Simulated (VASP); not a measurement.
Calculation: PBE GGA, VASP's PBE PAW potentials (set 64) (plane waves; VASP).

The input files of a VASP run:

### KPOINTS
```
K-points
0
gamma
 18 18 18
```

File POSCAR:
```
Mo
3.1640910
 -0.4999999309   0.4999999309   0.4999999309
  0.4999999309  -0.4999999309   0.4999999309
  0.4999999309   0.4999999309  -0.4999999309
Mo
1
direct
  0.0000000000   0.0000000000   0.0000000000
```

### INCAR
```
ALGO = Normal
EDIFF = 1E-7
ENCUT = 520
GGA = PE
ISIF = 2
ISMEAR = -5
LASPH = .TRUE.
LCHARG = .TRUE.
LMAXMIX = 4
LORBIT = 11
LREAL = .FALSE.
LWAVE = .FALSE.
NEDOS = 601
NELM = 100
PREC = Accurate
SYSTEM = Mo
```

POTCAR, in this order: Mo_sv (PBE.64 set). Program: vasp_std.

The resulting files:

OSZICAR:
```
       N       E                     dE             d eps       ncg     rms          rms(c)
DAV:   1     0.931328029600E+02    0.93133E+02   -0.83041E+03  4306   0.130E+03
DAV:   2    -0.102202610379E+02   -0.10335E+03   -0.10028E+03  4716   0.345E+02
DAV:   3    -0.116023328924E+02   -0.13821E+01   -0.13714E+01  4902   0.398E+01
DAV:   4    -0.116060373128E+02   -0.37044E-02   -0.37013E-02  4764   0.242E+00
DAV:   5    -0.116060568721E+02   -0.19559E-04   -0.19562E-04  4927   0.173E-01    0.143E+01
DAV:   6    -0.110170096690E+02    0.58905E+00   -0.10645E+00  4641   0.125E+01    0.377E+00
DAV:   7    -0.109384821402E+02    0.78528E-01   -0.21533E-01  5006   0.523E+00    0.985E-01
DAV:   8    -0.109348384816E+02    0.36437E-02   -0.42397E-03  4467   0.939E-01    0.186E-01
DAV:   9    -0.109349306846E+02   -0.92203E-04   -0.13374E-04  5080   0.159E-01    0.739E-02
DAV:  10    -0.109349371925E+02   -0.65079E-05   -0.12016E-05  4554   0.456E-02    0.873E-03
DAV:  11    -0.109349396940E+02   -0.25015E-05   -0.43995E-07  5160   0.706E-03    0.122E-03
DAV:  12    -0.109349389441E+02    0.74988E-06   -0.11840E-08  2535   0.140E-03    0.756E-05
DAV:  13    -0.109349390010E+02   -0.56875E-07   -0.52534E-10  2370   0.331E-04
   1 F= -.10934939E+02 E0= -.10934939E+02  d E =0.000000E+00
```

**OUTCAR**
```
------------------------ aborting loop because EDIFF is reached ----------------------------------------
  FORCE on cell =-STRESS in cart. coord.  units (eV):
  Direction    XX          YY          ZZ          XY          YZ          ZX
  --------------------------------------------------------------------------------------
  Total       -0.0071586     -0.0071586     -0.0071586      0.0000000      0.0000000     -0.0000000
  in kB       -0.7241344     -0.7241344     -0.7241344      0.0000000      0.0000000     -0.0000000
  external PRESSURE =      -0.7241344 kB  Pullay stress =       0.0000000 kB
  volume of cell :       15.84
      direct lattice vectors                 reciprocal lattice vectors
    -1.582045281  1.582045281  1.582045281     0.000000000  0.316046580  0.316046580
     1.582045281 -1.582045281  1.582045281     0.316046580  0.000000000  0.316046580
     1.582045281  1.582045281 -1.582045281     0.316046580  0.316046580  0.000000000
 POSITION                                       TOTAL-FORCE (eV/Angst)
 -----------------------------------------------------------------------------------
      0.00000      0.00000      0.00000         0.000000      0.000000      0.000000
 -----------------------------------------------------------------------------------
    total drift:                                0.000000     -0.000000      0.000000
  FREE ENERGIE OF THE ION-ELECTRON SYSTEM (eV)
  ---------------------------------------------------
  free  energy   TOTEN  =       -10.9349390010 eV

  energy  without entropy=      -10.9349390010  energy(sigma->0) =      -10.93493900

 total charge

# of ion       s       p       d       tot
------------------------------------------
    1        2.378   6.203   3.886  12.467
```
(Selected blocks of OUTCAR.)

For a metal the tetrahedron method with Blöchl corrections gives inexact stress and forces.

The compound is Mo in the bcc structure. It was relaxed first.
